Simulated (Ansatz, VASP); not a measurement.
# HoBi: VASP beside Ansatz, part 3 of 3

Wanted: the spread between two codes on one cell, functional and k mesh. The cell is taken from a series of VASP runs on this material, whose earlier steps may have relaxed, scaled or displaced it; both programs get it as it stands.

VASP 6.6.1 and Ansatz 0.2.0.

So far: The structure; VASP: relaxation of cell and atoms, r2SCAN with rVV10, DFT+U.

In doubt: a part-filled 4f shell, where there is one, can sit in one of many states, so energies may not be the lowest and differences between runs may mislead; derivatives with an open 4f shell can jump between states, which bears on forces and vibrations.

### Step 3. Ansatz: relaxation of cell and atoms, r2SCAN with rVV10, DFT+U

Level of this step: Ansatz beside VASP: Kohn-Sham DFT, plane waves, r2SCAN with rVV10, DFT+U (Ansatz).

Ansatz runs on its default PAW (the set named soft_2) files.

The same cell, functional, mesh and smearing now go to Ansatz, which takes its cutoff from its data sets.

input.yaml reads:

```yaml
crystal:
  lattice:
    - [0.0, 3.1281455608, 3.1281455608]
    - [3.1281455608, 0.0, 3.1281455608]
    - [3.1281455608, 3.1281455608, 0.0]
  atoms:
    - { symbol: Ho, position: [0.0, 0.0, 0.0], spin: 4.0 }
    - { symbol: Bi, position: [0.5, 0.5, 0.5] }
hamiltonian:
  xc: r2scan
  pseudopotentials: { kind: paw }
  dispersion: rvv10
  hubbard: { sites: [{ species: Ho, l: f, u_eff: 7.0 }] }
magnetization:
  spin_polarized: true
kpoints:
  mp_grid: { grid: [6, 6, 6] }
scf:
  occupations: { method: methfessel_paxton, width: 0.2 }
relax:
  f_tol: 0.01
  max_steps: 60
  cell: { stress_tol: 0.05 }
output:
  forces: true
  stress: true
  write_density: true
  write_potential: true
  elf: true
  volumetric_format: npy
```

The run is started by

```
ansatz run input.yaml --threads 4 --pin off --max-ram 9216MiB --backend cpu --events-out ev --progress --plain --runs-dir out
```

Numbers of over 12 decimals in the logs are rounded to 6 here.

The program printed:

```text
Ho: projections on atomic orbitals take those of the free atom [Kr 4d10] 4f11 5s2 5p6 5d0 6s2, of charge +0.00 (hamiltonian.pseudopotentials.projection_atoms); the dataset's partial waves leave at most 4.5e-4 of an orbital's norm unspanned inside its sphere
Bi: projections on atomic orbitals take those of the free atom [Xe 4f14] 5d10 6s2 6p3, of charge +0.00 (hamiltonian.pseudopotentials.projection_atoms); the dataset's partial waves leave at most 4.7e-5 of an orbital's norm unspanned inside its sphere
Engine: ansatz 0.2.0, x86_64-unknown-linux-gnu
Pseudopotentials: kind: paw
Pseudopotential: Ho, paw, valence charge 21, recommended cutoff 500 eV (meta_gga), Ho.paw.azcp
Pseudopotential: Bi, paw, valence charge 15, recommended cutoff 500 eV (meta_gga), Bi.paw.azcp
Functional definition: r2SCAN+rVV10
  parameter k0 = 0.174
  parameter k1 = 0.065
  parameter a1 = 4.9479
  exchange = r2scan_x(k0 = k0, k1 = k1, a1 = a1)
  correlation = r2scan_c + rvv10(11.95, 0.0093)
Crystal: 2 atoms, lattice volume = 61.220 Å³
Basis set: ecut = 500 eV, 1471 PW (Γ), exchange–correlation on 160×160×160 points (64 copies of the dense FFT grid, shifted against one another)
Bands: 24, of which v1, the nominal top of the filled ones, is band 18 counted from 1 (17 counted from 0)
Symmetry: 48 space group operations
Space group: Fm-3m (ITA 225), of the structure as read, at distance tolerance 3.9e-5 Å
Magnetic group: BNS 225.116 (UNI 1618), of the structure as read, at distance tolerance 3.9e-5 Å
k-points: 16 of 216
Non-local potential: Ho, projectors of the file, l = 0: 3, l = 1: 2, l = 2: 2, l = 3: 3
Non-local potential: Bi, projectors of the file, l = 0: 2, l = 1: 2, l = 2: 2, l = 3: 2
PAW form: soft (Blöchl's): semilocal exchange-correlation on the pseudo side does not see the compensation charge
rVV10 density: all electrons in the spheres
PAW frozen core: Ho, regenerated for the run's functional (the file was generated under x = pbe(κ = 0.804, μ = 0.219515), c = pbe(β = 0.066725))
PAW frozen core: Bi, regenerated for the run's functional (the file was generated under x = pbe(κ = 0.804, μ = 0.219515), c = pbe(β = 0.066725))
PAW one-centre angular grid: Ho, 2702 points (default); XC on 160 Gauss nodes
PAW one-centre angular grid: Bi, 590 points (default); XC on 160 Gauss nodes
Initial density: superposition of atomic densities (chi_scale 0.1, normalization cell, long waves kept (reshape's long-wave potential 0.00 eV rms))
Starting moments: Σ|m| = 4 μB on 1 of 2 sites
Initial wavefunctions: pseudopotential atomic-orbital guess
Functional: x = r2scan, c = r2scan + rvv10(b = 11.95, C = 0.0093); τ floored in thin density (d = 2e-4 eV/Å³)
SCF iter   1: F=—  HF=-23731.552593 eV  |F-HF|=—  |Δ(HF+E_count)|=         —  Δρ=2.76e-1 (↑8.75e-2 ↓2.76e-1)  dr2=7.73e1  dr2_τ=1.38e-1  dr2_m=5.97e0  M=1.272 μB ∫|m|=1.272 μB  β_m=0.30  ethr=3.10e-3  ⟨swp⟩=4.9  Hψ=2986  notcnv=0
preconditioner: auto → Kerker (q_TF=auto, 2.497 Å⁻¹)  [metal: Δε(μ)=0.020 eV  Ē_g=15.211 eV  σ=0.200 eV  W_gap=0.08  n_scr=14 (ndim 8)  ℏωp=27.7 eV  f_vac=0.000  D(μ)=16.72/eV (n_scr^D=338)]
spin=Collinear: Kerker preconditioning applied to the charge; magnetization (m = ρ↑ − ρ↓) channel mixes plain (no charge-response kernel on spin).
SCF iter   2: F=—  HF=-23752.208786 eV  |F-HF|=—  |Δ(HF+E_count)|=    2.07e1  S|Δr|=    0.00e0  Δρ=5.75e-1 (↑4.62e-2 ↓5.75e-1)  dr2=1.63e2  dr2_τ=1.58e-1  dr2_m=4.57e1  M=7.457 μB ∫|m|=7.507 μB  β_m=1.00  ethr=3.10e-3  ⟨swp⟩=5.7  Hψ=6913  notcnv=0  κ⁻¹=1.0e0(r=1)
automatic band count: the SCF goes on with 28 bands, as 24 were too few: the levels above may hold too much charge
SCF iter   3: F=—  HF=-23715.837292 eV  |F-HF|=—  |Δ(HF+E_count)|=    3.64e1  S|Δr|=    0.00e0  Δρ=1.79e-1 (↑1.79e-1 ↓4.13e-2)  dr2=1.06e1  dr2_τ=9.26e-1  dr2_m=6.12e0  M=4.588 μB ∫|m|=4.805 μB  β_m=0.30  ethr=3.10e-3  ⟨swp⟩=4.5  Hψ=3049  notcnv=0  defer=88  κ⁻¹=1.2e-3(r=2)
SCF iter   4: F=—  HF=-23722.769175 eV  |F-HF|=—  |Δ(HF+E_count)|=    6.93e0  S|Δr|=    0.00e0  Δρ=1.32e-1 (↑1.32e-1 ↓9.69e-2)  dr2=7.48e-1  dr2_τ=7.86e-2  dr2_m=7.20e0  M=4.019 μB ∫|m|=4.103 μB  β_m=0.30  ethr=3.10e-3  ⟨swp⟩=3.3  Hψ=1944  notcnv=0  defer=79  κ⁻¹=5.5e-5(r=3)
SCF iter   5: F=—  HF=-23728.695006 eV  |F-HF|=—  |Δ(HF+E_count)|=    5.93e0  S|Δr|=    0.00e0  Δρ=9.54e-2 (↑9.54e-2 ↓5.23e-2)  dr2=1.26e0  dr2_τ=3.28e-2  dr2_m=2.93e0  M=4.048 μB ∫|m|=4.274 μB  β_m=0.30  ethr=2.08e-3  ⟨swp⟩=2.2  Hψ=1981  notcnv=0  defer=74  κ⁻¹=2.2e-5(r=4)
SCF iter   6: F=—  HF=-23732.834033 eV  |F-HF|=—  |Δ(HF+E_count)|=    4.14e0  S|Δr|=    0.00e0  Δρ=6.98e-2 (↑6.98e-2 ↓3.83e-2)  dr2=5.86e-1  dr2_τ=1.62e-2  dr2_m=1.62e0  M=4.052 μB ∫|m|=4.230 μB  β_m=0.30  ethr=2.08e-3  ⟨swp⟩=2.1  Hψ=1626  notcnv=0  defer=74  κ⁻¹=2.6e-6(r=5)
SCF iter   7: F=—  HF=-23735.022174 eV  |F-HF|=—  |Δ(HF+E_count)|=    2.19e0  S|Δr|=    0.00e0  Δρ=5.19e-2 (↑5.19e-2 ↓2.73e-2)  dr2=3.55e-1  dr2_τ=9.13e-3  dr2_m=8.75e-1  M=4.047 μB ∫|m|=4.207 μB  β_m=1.20  ethr=1.63e-3  ⟨swp⟩=2.0  Hψ=1535  notcnv=0  defer=76
Mixer restart at iter 7: flushing history
spin-set hold released at iteration 7 (site moments contracting): the magnetisation degrees of freedom join the quasi-Newton model from the next iteration; the mixer history was flushed
[...]
rVV10 density: all electrons in the spheres
iter 1 solved again at ethr=1.37e-7 eV; its pass at ethr=3.10e-3 eV (dr2=4.95e-5 eV) is discarded
SCF iter   1: F=-23738.919496 eV  HF=-23738.919522 eV  |F-HF|=2.55e-5  |Δ(HF+E_count)|=         —  Δρ=1.06e-4 (↑9.19e-5 ↓1.06e-4)  dr2=4.95e-5  dr2_τ=1.70e-7  dr2_m=6.98e-8  M=4.022 μB ∫|m|=4.153 μB  β_m=1.20  ethr=1.37e-7  ⟨swp⟩=1.0  Hψ=9019  notcnv=0
preconditioner: auto → none  [insulator: Δε(μ)=0.289 eV  Ē_g=19.490 eV  σ=0.100 eV  W_gap=0.54  n_scr=14 (ndim 8)  ℏωp=27.7 eV  f_vac=0.000  D(μ)=0.25/eV (n_scr^D=0)  ε∞_Penn≈3.0]
SCF iter   2: F=-23738.919511 eV  HF=-23738.919512 eV  |F-HF|=1.09e-6  |Δ(HF+E_count)|=   9.35e-6  Δρ=5.82e-5 (↑5.27e-5 ↓5.82e-5)  dr2=1.00e-5  dr2_τ=8.17e-8  dr2_m=7.00e-9  M=4.022 μB ∫|m|=4.152 μB  ethr=1.37e-7  ⟨swp⟩=2.9  Hψ=3821  notcnv=0
SCF 2 converged in 2 iterations: F = -23738.919511 eV  dr2 = 1.00e-5
rVV10 density: all electrons in the spheres
iter 1 solved again at ethr=2.78e-8 eV; its pass at ethr=2.78e-6 eV (dr2=1.00e-5 eV) is discarded
SCF iter   1: F=-23738.919511 eV  HF=-23738.919512 eV  |F-HF|=9.99e-7  |Δ(HF+E_count)|=         —  Δρ=5.91e-5 (↑5.30e-5 ↓5.91e-5)  dr2=1.00e-5  dr2_τ=9.81e-8  dr2_m=7.17e-9  M=4.022 μB ∫|m|=4.152 μB  ethr=2.78e-8  ⟨swp⟩=1.0  Hψ=11259  notcnv=0
preconditioner: auto → none  [insulator: Δε(μ)=0.288 eV  Ē_g=19.492 eV  σ=0.100 eV  W_gap=0.53  n_scr=14 (ndim 8)  ℏωp=27.7 eV  f_vac=0.000  D(μ)=0.25/eV (n_scr^D=0)  ε∞_Penn≈3.0]
SCF iter   2: F=-23738.919512 eV  HF=-23738.919512 eV  |F-HF|=4.43e-7  |Δ(HF+E_count)|=   7.07e-9  Δρ=1.40e-5 (↑1.40e-5 ↓1.14e-5)  dr2=3.10e-7  dr2_τ=8.40e-9  dr2_m=6.60e-9  M=4.022 μB ∫|m|=4.152 μB  ethr=2.78e-6  ⟨swp⟩=2.0  Hψ=8431  notcnv=0
SCF iter   3: F=-23738.919513 eV  HF=-23738.919513 eV  |F-HF|=1.40e-8  |Δ(HF+E_count)|=   4.78e-7  Δρ=2.65e-6 (↑2.18e-6 ↓2.65e-6)  dr2=7.67e-9  dr2_τ=3.46e-9  dr2_m=4.16e-10  M=4.022 μB ∫|m|=4.152 μB  ethr=2.78e-10  ⟨swp⟩=2.3  Hψ=7529  notcnv=0
rVV10 density: all electrons in the spheres
iter 1 solved again at ethr=2.78e-8 eV; its pass at ethr=2.78e-6 eV (dr2=1.00e-5 eV) is discarded
SCF iter   1: F=-23738.919511 eV  HF=-23738.919512 eV  |F-HF|=9.99e-7  |Δ(HF+E_count)|=         —  Δρ=5.91e-5 (↑5.30e-5 ↓5.91e-5)  dr2=1.00e-5  dr2_τ=9.81e-8  dr2_m=7.17e-9  M=4.022 μB ∫|m|=4.152 μB  ethr=2.78e-8  ⟨swp⟩=1.0  Hψ=31564  notcnv=0
SCF iter   2: F=-23738.919512 eV  HF=-23738.919512 eV  |F-HF|=5.19e-7  |Δ(HF+E_count)|=   1.73e-7  Δρ=1.38e-5 (↑1.38e-5 ↓1.09e-5)  dr2=2.95e-7  dr2_τ=7.80e-9  dr2_m=5.62e-9  M=4.022 μB ∫|m|=4.152 μB  ethr=2.78e-6  ⟨swp⟩=2.0  Hψ=23619  notcnv=0
SCF iter   3: F=-23738.919513 eV  HF=-23738.919513 eV  |F-HF|=1.34e-8  |Δ(HF+E_count)|=   2.80e-7  Δρ=2.77e-6 (↑2.47e-6 ↓2.77e-6)  dr2=8.80e-9  dr2_τ=3.07e-9  dr2_m=4.51e-10  M=4.022 μB ∫|m|=4.152 μB  ethr=2.78e-10  ⟨swp⟩=2.2  Hψ=21173  notcnv=0
SCF converged after 6 iterations
Stability not checked: this state was not tested for a lower state beside it, because cold or Methfessel-Paxton smearing, or corrected tetrahedra, fill the levels in a way that the test cannot read (fill_not_monotonic; see scf.lower_state_search)
Magnetization: 4.0225 μB (20.0113 up, 15.9887 down)
Absolute magnetization: 4.1457 μB (∫|ρ↑−ρ↓|, with the PAW one-centre terms)
Spin contamination: 0.0077 ħ² per cell (⟨S²⟩ above its minimum at these occupations)
Per-site moments (μB) at R_I (Å): [(4.053694, 1.289617), (-0.045424, 1.289617)]
Free energy (F): -23738.914682 eV
Harris-Foulkes:  -23738.914682 eV  (|F-HF|=1.78e-10)
Internal energy: -23738.914615 eV  (E = F + TS)
E sigma→0 (E₀):  -23738.914665 eV
Entropy (-TS):   -0.000067 eV (-0.033 meV/atom)
Fermi energy:    12.123478 eV
Step filling:    the computed levels leave a gap of 0.0082 eV = 0.0 smearing widths at the electron count; against every level under it full and every level over it empty, smearing changes F+E_penalty+E_count by -0.278 meV and its σ→0 estimate by -0.262 meV
--- Per-component energies (eV) ---
  E_band       = -169.648229
  E_kinetic    = 681.352474
  E_local      = -5391.698311  (includes V_loc(G=0)·N_el)
  E_nonlocal   = 1154.380265
  E_hartree    = 2142.247971
  E_xc         = -326.476417
  E_vxc        = -410.263863  (∫ρ·V_xc dr)
  E_hubbard    = 0.167809  (on-site DFT+U / exact-exchange correction)
  E_vhub       = -34.590111  (the Hubbard potential's part of the band-sum identity)
  E_paw        = -17693.747860  (= ΣΔE_a)
  E_vpaw       = -478.242375  (= ΣTr[D̂ρ^β])
  E_aug_tail   = -0.000139  (compensation charges beyond the density's cutoff)
  E_vtau       = 24.917843  (kinetic-family band-sum trace: ∫τ·v_τ [+ j·A + Jᵃ·Aᵃ] dr)
  E_ewald      = -4306.579727
  E_core_change = 1.439318  (= ΣΔE_core)
  E_smearing   = -0.000067  (= −TS)
  E_closure    = -0.000000  (closes the sum)
  Σ components = -23738.914682   (vs F -23738.914682, Δ=0.00e0)
--- Forces (eV/Å), atoms counted from 1 ---
  atom   1  Ho    -0.00000000    -0.00000000     0.00000000
  atom   2  Bi     0.00000000     0.00000000     0.00000000
  max |Σ_I F_I| component: 1.16e-28 eV/Å
--- Stress (GPa, compression-positive) ---
       -0.004350       0.000010       0.000009
       -0.000009      -0.004350       0.000010
       -0.000010      -0.000009      -0.004350
  P = ⅓ Tr σ = -0.0044 GPa (-0.044 kbar)
--- Band table (eV; the first three rows and the last of 80) ---
  k-point 0 ↑: bands = [... 14 lower, 2.7922, 2.7922, 2.7923, 13.1378, 13.1379, 13.1379, 13.3603, 13.3603, ... 6 higher]
  k-point 1 ↑: bands = [... 14 lower, 2.7915, 2.7916, 2.7961, 10.7313, 11.7042, 11.7042, 13.7442, 13.7442, ... 6 higher]
  k-point 2 ↑: bands = [... 14 lower, 2.7907, 2.7907, 2.8147, 8.4783, 10.5901, 10.5902, 14.2578, 14.4922, ... 6 higher]
  k-point 39 ↓: bands = [... 14 lower, 9.8171, 10.3575, 14.5724, 14.7075, 14.7683, 14.8660, 14.8936, 15.1608, ... 6 higher]
--- Relaxed structure (6 steps of the walk, 6 accepted, 2 SCFs on fresh bases) ---
  F+E_penalty+E_count = -23738.91468168 eV   max|allowed force component| = 5.995e-29 eV/Å   (the final SCF, on the basis selected at the relaxed cell)
  cell:  # Å, volume = 61.1139 Å³
    - [1.3150186506123013e-18, 3.126342, 3.126342]
    - [3.126345, -2.8153632158818683e-6, 3.126345]
    - [3.126342, 3.126342, 1.315653925322742e-18]
  atoms:
    - { symbol: Ho, position: [0, 0, 0] }
    - { symbol: Bi, position: [0.5, 0.500000, 0.500000] }
```

It took 4.5 min on 4 threads of Intel Xeon Platinum 8559C (Emerald Rapids), shared host; peak memory 1.8 GiB.

### Step 4. Differences

Known differences besides the potentials themselves: U acts on the PAW sphere in VASP and on atomic orbitals in Ansatz, so only states and trends compare; VASP keeps PBE cores, Ansatz makes them for the functional; both relaxations stop at a tolerance, which leaves soft axes loose, and VASP keeps its plane-wave basis; the cutoff is 500 eV in Ansatz and 450 eV in VASP; Ansatz adds a Pulay correction to the stress that steers its cell, VASP none; site moments are counted in spheres of each program's own size. Total energies have different zeros and are not compared.

Both answers:

```tsv
quantity	Ansatz	VASP	difference
volume (Å³)	61.11	61.37	-0.42 %
edge a after relaxation, in the typed setting (Å)	4.421	4.428	-0.14 %
total moment (μB)	4.02	4.04	-0.02
moment on Ho1 (μB)	4.05	3.98	+0.08
```

The walks stopped with 0.00 GPa left in Ansatz and 0.02 GPa in VASP; each walk ends within a tolerance, so the volume difference is uncertain by about these residues over the bulk modulus, most in soft cells.

### Step 5. Summary of results

```yaml
difference_in_volume_relaxation_of_cell_and_atoms_r2scan_with_rvv10_dft_u: -0.42 %
```

What this shows: The difference in volume is -0.42 % (relaxation of cell and atoms, r2SCAN with rVV10, DFT+U). How closely two codes agree says nothing of how well the functional describes the real material.

[Lines on the potential files, build, host, timing and source positions are cut from VASP's logs without a mark.]

[Logs are printed without paths, hosts, clocks, repeated set-up lines and the standing remarks that a program may print on its own settings, such as how far it seeks lower states.]

[Hosts, paths, dates, database ids (printed as entryN), source tags and the programs' standing remarks are cut or masked in the printed files.]
